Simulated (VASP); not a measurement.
Crystal: LaMg6V.

```
La V Mg
1.0
     5.20895    0.00000    0.00000
     0.00000    3.21383    5.79071
     0.00000   -3.21383    5.79071
La V Mg
1 1 6
Direct
  0.50000 0.66742 0.66742
  0.50000 0.16487 0.16487
  0.00000 0.83898 0.83898
  0.00000 0.32394 0.32394
  0.00000 0.31574 0.85064
  0.00000 0.85064 0.31574
  0.50000 0.16442 0.67399
  0.50000 0.67399 0.16442
```

The cell comes from a database or a generator and needn't be the stable form of this composition.

- Program: VASP 6.6.1
- Task: single point
- Functional: PBE
- Potentials or basis: VASP PAW PBE potentials, release 64 (La, V_sv, Mg)
- Cutoff: 520 eV
- k mesh: 5 × 5 × 5
- Occupations: fermi-dirac, width 0.05 eV
- Spin: collinear spin, ferromagnetic start
- Starting moments: [0.0, 2.0, 0.0, 0.0, 0.0, 0.0, 0.0, 0.0] μB

On this cell: pressure -0.1 GPa; largest force 0.085 eV/Å; net moment 3.29 μB per cell; site moments La +0.05; V +2.62; Mg +0.00, -0.00, -0.01 μB; band gap on the k mesh none (metal or under the smearing width).

The same run follows on a disturbed copy (atoms moved at random, drawn with an rms of 0.05 Å):

```
CELL_PARAMETERS angstrom
5.20895 0.00000 0.00000
0.00000 3.21383 5.79071
0.00000 -3.21383 5.79071
ATOMIC_POSITIONS crystal
La 0.49897 0.67207 0.67258
V 0.50495 0.15865 0.17076
Mg 0.00207 0.83262 0.84669
Mg 0.99061 0.32306 0.32492
Mg 0.00337 0.32053 0.85608
Mg 0.00795 0.85356 0.31128
Mg 0.50456 0.16266 0.67771
Mg 0.49549 0.67417 0.16564
```

Q: What does the disturbed cell give?

A: The energy (extrapolated to zero smearing) moves by +3.0 meV/atom; pressure 0.0 GPa; largest force 0.325 eV/Å; net moment 3.29 μB per cell; site moments La +0.06; V +2.61; Mg +0.00, -0.00, -0.01 μB; band gap on the k mesh none (metal or under the smearing width).

Forces in eV/Å, atoms in the order of the input:
```
La   0.196  0.022 -0.259
V   -0.065  0.095  0.012
Mg  -0.057  0.115  0.098
Mg   0.115 -0.079 -0.051
Mg  -0.038  0.011 -0.134
Mg  -0.148 -0.127  0.046
Mg  -0.073  0.066  0.160
Mg   0.070 -0.103  0.128
```

Stress tensor (GPa, compression positive):
```
 0.08 -0.07  0.04
-0.07 -0.18 -0.03
 0.04 -0.03  0.20
```
